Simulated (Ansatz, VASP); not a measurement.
# One calculation of YGe2S3, two programs

```
CELL_PARAMETERS angstrom
6.38089 0.00000 0.00000
-3.19045 5.52602 0.00000
0.00000 0.00000 4.18697
ATOMIC_POSITIONS crystal
Y 0.00000 0.00000 0.54771
Ge 0.66667 0.33333 0.94283
Ge 0.33333 0.66667 0.94283
S 0.50000 0.50000 0.58676
S 0.50000 0.00000 0.58676
S 0.00000 0.50000 0.58676
```

Change from the starting cell: species swapped into the ErCo3Ge2 type (P6mm, No. 183).

Alike in both runs: functional PBE; k mesh 9 × 9 × 10; occupations gaussian, width 0.1 eV; no spin polarisation.

Ansatz relaxed the structure, and its values are those at the end. VASP's run is a single point on that final structure, the one shown.

```csv
,VASP,Ansatz
version,VASP 6.6.1,Ansatz 0.2.0
potentials or method,"VASP PAW PBE potentials, release 64 (Y_sv, Ge_d, S)","scalar-relativistic, plane waves, PAW"
plane-wave cutoff (eV),520,420
valence electrons in the cell,57,57
```

|  | VASP | Ansatz | Ansatz less VASP |
| --- | --- | --- | --- |
| gap on the k mesh at the Fermi level (eV) | none | none | - |
| pressure (GPa) | -0.1 | 0.0 | +0.05 |

A gap of «none» marks a metal or a gap that the smearing closes.
